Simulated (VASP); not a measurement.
MoS2:

```
Mo S
1.0
     3.16100    0.00000    0.00000
    -1.58050    2.73751    0.00000
     0.00000    0.00000   15.98350
Mo S
2 4
Direct
  0.33333 0.66667 0.25000
  0.66667 0.33333 0.75000
  0.66667 0.33333 0.34791
  0.66667 0.33333 0.15209
  0.33333 0.66667 0.84791
  0.33333 0.66667 0.65209
```

The cell was built by a generator and needn't be a form met in nature.

Base run:

* Program: VASP 6.6.1
* Functional: vdW-DF2
* Potentials or basis: VASP PAW PBE potentials, release 64 (Mo_sv, S)
* Cutoff: 520 eV
* k mesh: 8 × 8 × 2
* Occupations: fermi-dirac, width 0.05 eV
* Spin: no spin polarisation

Its results: band gap on the k mesh 1.83 eV, indirect (least direct gap 2.03 eV); pressure 9.2 GPa; largest force 1.080 eV/Å.

Q: The run is repeated on the same cell with these changes: functional from vdW-DF2 to PBE; dispersion from none to D4. What comes out?

A: Band gap on the k mesh 1.87 eV, indirect (least direct gap 2.05 eV); pressure -0.8 GPa; largest force 0.012 eV/Å.

Several settings changed at once, so the effect can't be laid on one alone.

Caveats: the PAW data sets were made with another functional, which shifts forces and pressure a little (some runs).

A k mesh can miss the band edges.

Not every run made on this cell is shown here.
